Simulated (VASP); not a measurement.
Given:

```
CELL_PARAMETERS angstrom
      2.84198     0.00000     0.00000
      0.00000     2.84198     0.00000
      0.00000     0.00000     2.84198
ATOMIC_POSITIONS crystal
  Cr 0.00000 0.00000 0.00000
  Cr 0.50000 0.50000 0.50000
```
Starting moments (μB, in the order of the record's atoms Cr Cr): 1.0 -1.0.

These are PBE GGA, VASP's PBE PAW potentials (set 64) (plane waves; VASP) values and carry that method's errors. Numerical set-up: 500 eV cut-off, 13×13×13 Γ-centred mesh, first-order Methfessel-Paxton smearing of 0.10 eV, potentials Cr_pv.

Energy and stress use the plane-wave basis of the starting cell.

### Question
The ions, cell shape and volume at an external pressure of 10.0 GPa are relaxed. Give the cell that the relaxation ends in.

### Answer

```
CELL_PARAMETERS angstrom
      2.82248     0.00000     0.00000
      0.00000     2.82248     0.00000
      0.00000     0.00000     2.82248
ATOMIC_POSITIONS crystal
  Cr 0.00000 0.00000 0.00000
  Cr 0.50000 0.50000 0.50000
```
Space group Im-3m (229), at a tolerance of 0.03 Å. The cell ends with 0.00 μB, on the sites 0.83 -0.83 μB.

### Question
How do energy and volume change from the first to the last step?

### Answer
The energy (σ→0) changes by +10.9 meV/atom and the volume by -2.0 %, in 3 ionic steps.

The compound is Cr in the bcc, AFM order structure. This run relaxes it under an external pressure of 10 GPa. Symmetry was kept, so distortions that lower it aren't found.
